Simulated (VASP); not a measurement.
CdS, 8 atoms in the cell. The cell holds a slab with vacuum, 8 atoms: a = 4.135 Å, b = 4.135 Å, c = 25.900 Å, α = 90.00°, β = 90.00°, γ = 120.00°.  The cell isn't the ideal one: the (0 0 1) slab of CdS, cut from the database cell, not relaxed.

| Item | Value |
| --- | --- |
| Program | VASP 6.6.1 |
| Task | work function |
| Functional | PBE |
| Potentials or basis | VASP PAW PBE potentials, release 64 (S, Cd) |
| Cutoff | 520 eV |
| k mesh | 8 × 8 × 1 |
| Occupations | gaussian, width 0.05 eV |
| Spin | no spin polarisation |
| Dipole correction | yes |
| Further INCAR settings | ALGO = Fast; EDIFF = 1e-06 |

Potentials or basis: VASP PAW PBE potentials, release 64 (S, Cd).

Command:

```console
$ cat potpaw_PBE.64/S/POTCAR potpaw_PBE.64/Cd/POTCAR > POTCAR
$ mpirun -np 1 vasp_std > vasp.out
```

Hardware: 1 thread of Intel(R) Xeon(R) 6975P-C (Granite Rapids), on a shared host.

**Question.** Estimate the wall time of this run.

**Answer.** Run time: 4 min on 1 thread of Intel(R) Xeon(R) 6975P-C (Granite Rapids), with other jobs on the host, peak memory 0.53 GiB. Counts: scf iterations 29, k points 10.
